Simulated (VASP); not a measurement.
The cell holds one Rh (fcc) (111) slab, with vacuum along c, ions free to move until forces fall under 0.03 eV/Å, no reconstruction beyond this cell, dipole correction on.

Input:

```xyz
5
Lattice="2.6727 0.0000 0.0000 -1.3364 2.3146 0.0000 0.0000 0.0000 25.8316" Properties=species:S:1:pos:R:3 pbc="T T T"
Rh     1.3364     0.7715     8.5941
Rh     0.0000     1.5431    10.7360
Rh     0.0000     0.0000    12.9158
Rh     1.3364     0.7715    15.0956
Rh     0.0000     1.5431    17.2375
```

Calculation: PBEsol GGA, VASP's PBE PAW potentials (set 64) (plane waves; VASP). Numerical set-up: 400 eV cut-off, 12×12×1 Γ-centred mesh, first-order Methfessel-Paxton smearing of 0.10 eV, potentials Rh_pv.

Slab and bulk use different k-meshes, so the surface energy is good to a few per cent at best.

Question: Predict its surface energy, work function, band gap (on the k-mesh).

Answer: 
* **surface energy**: 2.40 J/m²
* **work function**: 5.31 eV
* **band gap (on the k-mesh)**: none (metal, semimetal or under 0.01 eV)

Measured: work function 5.46 eV (computed value off by -0.15 eV), as given by Abhirup Patra et al., Proceedings of the National Academy of Sciences (2017), arXiv:1702.08515.

The cell is a thin slab with vacuum, built from Rh (fcc): (111) face.
